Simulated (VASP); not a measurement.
All values below come from PBEsol GGA, VASP's PBE PAW potentials (set 64) (plane waves; VASP).

VASP ran on this input.

### INCAR
```
ALGO  =  Normal
EDIFF  =  1E-7
ENCUT  =  480
GGA  =  PS
ISIF  =  2
ISMEAR  =  1
LASPH  =  .True.
LCHARG  =  .False.
LMAXMIX  =  4
LREAL  =  .False.
LWAVE  =  .False.
NELM  =  100
PREC  =  Accurate
SIGMA  =  0.1
SYSTEM  =  CoAl
```

**KPOINTS**
```
Automatic mesh
0
Gamma
12 12 12
0 0 0
```

POSCAR:
```
CoAl
1
    2.8219163493     0.0000000000     0.0000000000
    0.0000000000     2.8219163493     0.0000000000
    0.0000000000     0.0000000000     2.8219163493
Al Co
1 1
Direct
  0.5000000000   0.5000000000   0.5000000000
  0.0177184558   0.0000000000   0.0000000000
```

POTCAR, in this order: Al Co (PBE.64 set). Program: vasp_std.

The run wrote:

### OUTCAR
```
 ion  position               nearest neighbor table
   1  0.500  0.500  0.500-   2 2.42   2 2.42   2 2.42   2 2.42   2 2.47   2 2.47   2 2.47   2 2.47
  LATTYP: Found a simple cubic cell.
 ALAT       =     2.8219163493
 Subroutine PRICEL returns:
 Original cell was already a primitive cell.
 Subroutine GETGRP returns: Found  8 space group operations
The static configuration has the point symmetry C_4v.
The dynamic configuration has the point symmetry C_4v.
 Subroutine INISYM returns: Found  8 space group operations
 Subroutine IBZKPT returns following result:
 Found    196 irreducible k-points:

 Following reciprocal coordinates:
            Coordinates               Weight
  0.000000  0.000000  0.000000      1.000000
  0.083333  0.000000  0.000000      2.000000
  0.000000  0.083333  0.000000      4.000000
  0.166667  0.000000  0.000000      2.000000
  0.000000  0.166667  0.000000      4.000000
  0.250000  0.000000  0.000000      2.000000
  0.000000  0.250000  0.000000      4.000000
  0.333333  0.000000  0.000000      2.000000
  0.000000  0.333333  0.000000      4.000000
  0.416667  0.000000  0.000000      2.000000
  0.000000  0.416667  0.000000      4.000000
  0.500000  0.000000  0.000000      1.000000
  0.000000  0.500000  0.000000      2.000000
  0.083333  0.083333  0.000000      8.000000
  0.000000  0.083333  0.083333      4.000000
  0.166667  0.083333  0.000000      8.000000
  0.000000  0.166667  0.083333      8.000000
  0.083333  0.000000  0.166667      8.000000
  0.250000  0.083333  0.000000      8.000000
  0.000000  0.250000  0.083333      8.000000
  0.083333  0.000000  0.250000      8.000000
  0.333333  0.083333  0.000000      8.000000
  0.000000  0.333333  0.083333      8.000000
  0.083333  0.000000  0.333333      8.000000
  0.416667  0.083333  0.000000      8.000000
  0.000000  0.416667  0.083333      8.000000
  0.083333  0.000000  0.416667      8.000000
  0.500000  0.083333  0.000000      4.000000
  0.000000  0.500000  0.083333      4.000000
  0.083333  0.000000  0.500000      4.000000
  0.166667  0.166667  0.000000      8.000000
  0.000000  0.166667  0.166667      4.000000
  0.250000  0.166667  0.000000      8.000000
  0.000000  0.250000  0.166667      8.000000
  0.166667  0.000000  0.250000      8.000000
  0.333333  0.166667  0.000000      8.000000
  0.000000  0.333333  0.166667      8.000000
  0.166667  0.000000  0.333333      8.000000
  0.416667  0.166667  0.000000      8.000000
  0.000000  0.416667  0.166667      8.000000
   k-points           NKPTS =    196   k-points in BZ     NKDIM =    196   number of bands    NBANDS=     10
   number of dos      NEDOS =    301   number of ions     NIONS =      2
   total plane-waves  NPLWV =   8000
   dimension x,y,z NGX =    20 NGY =   20 NGZ =   20
   dimension x,y,z NGXF=    40 NGYF=   40 NGZF=   40
   ions per type =               1   1
   PREC   = accura    normal or accurate (medium, high low for compatibility)
   ISTART =      0    job   : 0-new  1-cont  2-samecut
   ICHARG =      2    charge: 1-file 2-atom 10-const
   ISPIN  =      1    spin polarized calculation?
   LNONCOLLINEAR =      F non collinear calculations
   LSORBIT =      F    spin-orbit coupling
   INIWAV =      1    electr: 0-lowe 1-rand  2-diag
   ENCUT  =  480.0 eV  35.28 Ry    5.94 a.u.   5.04  5.04  5.04*2*pi/ulx,y,z
   NELM   =    100;   NELMIN=  2; NELMDL= -5     # of ELM steps
   EDIFF  = 0.1E-06   stopping-criterion for ELM
   LREAL  =      F    real-space projection
   NLSPLINE    = F    spline interpolate recip. space projectors
   LMAXMIX     =    4 max onsite mixed and CHGCAR
   VOSKOWN=      0    Vosko Wilk Nusair interpolation
...
```

File OSZICAR:
```
       N       E                     dE             d eps       ncg     rms          rms(c)
DAV:   1     0.336385451814E+02    0.33639E+02   -0.51417E+03  3976   0.119E+03
DAV:   2    -0.137297895439E+02   -0.47368E+02   -0.44887E+02  3932   0.187E+02
DAV:   3    -0.149653867500E+02   -0.12356E+01   -0.12243E+01  4652   0.397E+01
DAV:   4    -0.149886121445E+02   -0.23225E-01   -0.23216E-01  4680   0.491E+00
DAV:   5    -0.149893963457E+02   -0.78420E-03   -0.78418E-03  4684   0.915E-01    0.136E+01
DAV:   6    -0.178184028322E+02   -0.28290E+01   -0.78572E+01  4364   0.134E+02    0.178E+01
DAV:   7    -0.130966230976E+02    0.47218E+01   -0.33833E+01  4312   0.846E+01    0.191E+00
DAV:   8    -0.130881458674E+02    0.84772E-02   -0.25332E-01  4140   0.437E+00    0.124E+00
DAV:   9    -0.130716606818E+02    0.16485E-01   -0.45652E-02  4824   0.296E+00    0.338E-01
DAV:  10    -0.130710166084E+02    0.64407E-03   -0.16363E-03  4724   0.577E-01    0.151E-01
DAV:  11    -0.130709996979E+02    0.16910E-04   -0.45435E-05  4930   0.648E-02    0.345E-02
DAV:  12    -0.130709914215E+02    0.82764E-05   -0.35988E-05  4658   0.846E-02    0.627E-03
DAV:  13    -0.130709913301E+02    0.91455E-07   -0.71699E-07  4474   0.749E-03
   1 F= -.13070991E+02 E0= -.13070921E+02  d E =-.211942E-03
```

**OUTCAR**
```
------------------------ aborting loop because EDIFF is reached ----------------------------------------
  FORCE on cell =-STRESS in cart. coord.  units (eV):
  Direction    XX          YY          ZZ          XY          YZ          ZX
  --------------------------------------------------------------------------------------
  Total        0.0449270      0.0672520      0.0672520      0.0000000     -0.0000000      0.0000000
  in kB        3.2032094      4.7949387      4.7949387      0.0000000     -0.0000000      0.0000000
  external PRESSURE =       4.2643623 kB  Pullay stress =       0.0000000 kB
  volume of cell :       22.47
      direct lattice vectors                 reciprocal lattice vectors
     2.821916349  0.000000000  0.000000000     0.354369115  0.000000000  0.000000000
     0.000000000  2.821916349  0.000000000     0.000000000  0.354369115  0.000000000
     0.000000000  0.000000000  2.821916349     0.000000000  0.000000000  0.354369115
 POSITION                                       TOTAL-FORCE (eV/Angst)
 -----------------------------------------------------------------------------------
      1.41096      1.41096      1.41096         0.396968      0.000000     -0.000000
      0.05000      0.00000      0.00000        -0.396968     -0.000000      0.000000
 -----------------------------------------------------------------------------------
    total drift:                               -0.000439      0.000000     -0.000006
  FREE ENERGIE OF THE ION-ELECTRON SYSTEM (eV)
  ---------------------------------------------------
  free  energy   TOTEN  =       -13.0709913301 eV

  energy  without entropy=      -13.0707793885  energy(sigma->0) =      -13.07092068
```
(Selected blocks of OUTCAR.)

The compound is CoAl in the CsCl type structure. This cell was strained or had an atom moved on purpose. The run is not spin-polarised, so no magnetic state was tried.
